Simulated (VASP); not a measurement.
Given:

```xyz
2
Lattice="0.0000 2.6724 2.6724 2.6724 0.0000 2.6724 2.6724 2.6724 0.0000" Properties=species:S:1:pos:R:3 pbc="T T T"
K      0.0000     0.0000     0.0000
F      2.6724     2.6724     2.6724
```

All values below come from vdW-DF2, VASP's PBE PAW potentials (set 64) (plane waves; VASP). Numerical set-up: 520 eV cut-off, 8×8×8 Γ-centred mesh, Gaussian smearing of 0.050 eV, potentials K_sv F.

Task: Give the stress tensor in GPa (positive for a compressed cell).

Result: 
```
1.16  0.00  0.00
0.00  1.16  0.00
0.00  0.00  1.16
```
The pressure is its mean diagonal, 1.16 GPa.

The compound is KF in the rock salt structure. This cell is one point of a volume scan, at 0.97 of the reference volume.
